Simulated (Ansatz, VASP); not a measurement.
# BaZnTeSe in two plane-wave programs, part 2 of 2

Wanted: the spread between two codes on one cell, functional and k mesh. The cell is invented: As first built, before any earlier steps moved the atoms (in the runner's words): it takes the ZnCdTeSe structure with some of its atoms replaced by other elements, volume scaled by an estimate. It may not be a known or stable phase. The cell is taken from a series of VASP runs on this material, whose earlier steps may have relaxed, scaled or displaced it; both programs get it as it stands. Other levels of theory on this material are compared in a session of their own. Valence electrons are named where the data sets of a main pair hold unlike numbers.

VASP 6.6.1 and Ansatz 0.2.0.

So far: Starting point; Ansatz: band structure, PBEsol; VASP: band structure, PBEsol.

### 3. VASP: band structure, PBEsol (continued)

Level of this step: PBEsol; plane waves and PAW (Ba_sv, Te, Se, Zn); invented cell (VASP).

Numbers of over 12 decimals in the logs are rounded to 6 here.

Parts of OUTCAR (step 3):

```text
ion  position               nearest neighbor table
   1  0.333  0.667  0.536-   2 3.19   2 3.19   2 3.19   3 3.20
   2  0.667  0.333  0.305-   4 2.61   1 3.19   1 3.19   1 3.19
   3  0.333  0.667  0.916-   4 2.62   4 2.62   4 2.62   1 3.20
   4  0.667  0.333  0.995-   2 2.61   3 2.62   3 2.62   3 2.62

  LATTYP: Found a hexagonal cell.
 ALAT       =     4.3879532634
 C/A-ratio  =     1.9180076179

 Subroutine GETGRP returns: Found  6 space group operations
 (whereof  6 operations were pure point group operations)

The static configuration has the point symmetry C_3v.

 Found     17 irreducible k-points:

   k-points           NKPTS =     17   k-points in BZ     NKDIM =     17   number of bands    NBANDS=     31

   dimension x,y,z NGX =    30 NGY =   30 NGZ =   56
   dimension x,y,z NGXF=    60 NGYF=   60 NGZF=  112

   ENCUT  =  400.0 eV  29.40 Ry    5.42 a.u.   7.16  7.16 13.72*2*pi/ulx,y,z

   NELECT =      34.0000    total number of electrons

 k-points in reciprocal lattice and weights: Automatic mesh
   0.00000000  0.00000000  0.00000000       0.009
   0.16666667  0.00000000  0.00000000       0.056
   0.33333333 -0.00000000  0.00000000       0.056
   0.50000000 -0.00000000  0.00000000       0.028
   0.16666667  0.16666667  0.00000000       0.056
   0.33333333  0.16666667  0.00000000       0.111
   0.33333333  0.33333333  0.00000000       0.019
   0.00000000  0.00000000  0.33333333       0.019
   0.16666667  0.00000000  0.33333333       0.056
[...]
-0.16666667  0.50000000  0.33333333       0.111
   0.33333333  0.33333333  0.33333333       0.037

 average (electrostatic) potential at core
       1 -37.5121       2 -90.7866       3 -55.6174       4 -36.9484

 E-fermi :   1.7623

 k-point     1 :       0.0000    0.0000    0.0000
  band No.  band energies     occupation
    ...
     14       0.7139      2.00000
     15       0.8062      2.00000
     16       1.6550      1.99760
     17       1.6550      1.99760
     18       1.6828      1.97544
     19       4.6807      0.00000
     20       5.2415      0.00000
     21       5.2415      0.00000
     22       5.9283      0.00000
     23       6.7421      0.00000
    ...

 k-point     2 :       0.1667    0.0000    0.0000
  band No.  band energies     occupation
    ...
     13      -0.3515      2.00000
     14       0.4723      2.00000
     15       0.8698      2.00000
     16       1.0449      2.00000
     17       1.6306      1.99980
     18       2.8828      0.00000
     19       4.3867      0.00000
     20       4.9488      0.00000
     21       5.3982      0.00000
     22       6.2497      0.00000
    ...

 k-point     3 :       0.3333   -0.0000    0.0000
  band No.  band energies     occupation
    ...
     13      -0.5260      2.00000
     14       0.0604      2.00000
     15       0.2778      2.00000
     16       0.8372      2.00000
     17       1.5155      2.00000
     18       3.4000      0.00000
     19       4.1467      0.00000
     20       4.5177      0.00000
     21       6.2184      0.00000
     22       6.3226      0.00000
    ...

  Total       -0.0053736     -0.0053736      0.0052148     -0.0000000     -0.0000000      0.0000000
  in kB       -0.0613494     -0.0613494      0.0595359     -0.0000000     -0.0000000      0.0000000
  external PRESSURE =      -0.0210543 kB  Pullay stress =       0.0000000 kB

  energy-cutoff  :      400.00
  volume of cell :      140.34
      direct lattice vectors                 reciprocal lattice vectors
     4.387953263  0.000000000  0.000000000     0.227896684  0.131576212  0.000000000
    -2.193976632  3.800078998  0.000000000     0.000000000  0.263152424  0.000000000
     0.000000000  0.000000000  8.416127786     0.000000000  0.000000000  0.118819489

 POSITION                                       TOTAL-FORCE (eV/Angst)
 -----------------------------------------------------------------------------------
     -0.00000      2.53339      4.51244         0.000000     -0.000000      0.001634
      2.19398      1.26669      2.56715         0.000000     -0.000000      0.001371
     -0.00000      2.53339      7.71026        -0.000000      0.000000     -0.001096
      2.19398      1.26669      8.37133         0.000000      0.000000     -0.001909
 -----------------------------------------------------------------------------------
    total drift:                                0.000002     -0.000001      0.001355

  FREE ENERGIE OF THE ION-ELECTRON SYSTEM (eV)
  ---------------------------------------------------
  free  energy   TOTEN  =       -14.0731533148 eV

  energy  without entropy=      -14.0718775292  energy(sigma->0) =      -14.07251542

 total charge
# of ion       s       p       d       tot
------------------------------------------
    1        2.028   5.566   0.417   8.012
    2        1.352   2.123   0.013   3.488
    3        1.448   2.338   0.014   3.801
    4        0.517   0.340   9.770  10.627
--------------------------------------------------
tot          5.346  10.367  10.215  25.928

[... 3 further parts left out ...]
```

Spin-orbit coupling is off here; with elements this heavy it splits and shifts levels by tenths of an eV or more.

### 4. Differences

Known differences besides the potentials themselves: the data sets hold 54 valence electrons in Ansatz (on its default PAW (the set named soft_2) files) and 34 in VASP; the cutoff is 420 eV in Ansatz and 400 eV in VASP; Ansatz makes its cores anew for this functional, VASP keeps those of its PBE data sets; VASP leaves aspherical gradient terms in its spheres out (LASPH is not set), Ansatz keeps them. Total energies have different zeros and are not compared.

The two programs side by side:

```
      quantity  Ansatz  VASP  difference
pressure (GPa)   -0.29  0.00       -0.28
```

At this near-relaxed geometry the largest component of a force difference is 89 meV/Å. Levels from 3 eV below to 2 eV above the Fermi level differ by 14 meV r.m.s. and 34 meV at most; each VASP level is matched to the nearest of Ansatz, which flatters the figure a little.

### 5. Other set-ups

Further runs change the set-up of one program: Ansatz's method, potentials or start, or VASP's data sets, cutoff or form of LDA. The table gives Ansatz less VASP for each quantity, since a change that brings one quantity closer may part another.

```
                                        run  r.m.s. force difference (meV/Å)  pressure (GPa)
                                   as above                               33           -0.28
                       cores kept as stored                               33           -0.28
    Ansatz's larger PAW set (cutoff 800 eV)                               34           -0.28
norm-conserving potentials (cutoff 1170 eV)                               36           -0.32
```

### 6. Summary of results

| Quantity | Value |
| --- | --- |
| r.m.s. force difference (band structure, PBEsol) | 33 meV/Å |

**Reading.** The r.m.s. force difference is 33 meV/Å (band structure, PBEsol), beyond the 12 meV/Å picked in this series as the mark of a large difference. The data sets hold unlike numbers of valence electrons (54 in Ansatz and 34 in VASP), so part of the differences comes from the potentials. For band structure, PBEsol, no further run moves any of the tabulated differences by more than a quarter of its size. 12 further runs of this series are not shown here. Such differences can come from data sets, numerical settings and the points named under the comparisons, not from the functional's error against experiment.

[Lines on the potential files, build, host, timing and source positions are cut from VASP's logs without a mark.]

[Logs are printed without paths, hosts, clocks, repeated set-up lines and the standing remarks that a program may print on its own settings, such as how far it seeks lower states.]

[Hosts, paths, dates, database ids (printed as entryN), source tags and the programs' standing remarks are cut or masked in the printed files.]
